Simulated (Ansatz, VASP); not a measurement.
# One calculation of B2O, two programs

```
B O
1.0
     0.00000    2.01140    2.01140
     2.01140    0.00000    2.01140
     2.01140    2.01140    0.00000
B O
2 1
Direct
  0.25000 0.25000 0.25000
  0.75000 0.75000 0.75000
  0.00000 0.00000 0.00000
```

The cell comes from a database or a generator and needn't be the stable form of this composition.

Alike in both runs: task relaxation of cell and atoms; functional LDA; k mesh 8 × 8 × 8; occupations gaussian, width 0.1 eV; no spin polarisation.

|  | VASP | Ansatz |
| --- | --- | --- |
| version | VASP 6.6.1 | Ansatz 0.2.0 |
| potentials or method | VASP PAW LDA potentials, release 64 (B, O) | scalar-relativistic, plane waves, PAW |
| plane-wave cutoff (eV) | 600 | 420 |
| valence electrons in the cell | 12 | 12 |

```csv
,VASP,Ansatz,Ansatz less VASP
"gap on the k mesh at the Fermi level, each at its own relaxed structure (eV)",none,none,-
relaxed volume (Å³/atom),8.96,9.09,+0.132
relaxed cell length with the largest relative difference (Å),3.363,3.379,+0.0164
energy change over the relaxation (meV/atom),-849,-855,-6.7
```

A gap of «none» marks a metal or a gap that the smearing closes.

Caveats: the volume moved by over 15 % at a fixed basis, so the end points are rough.
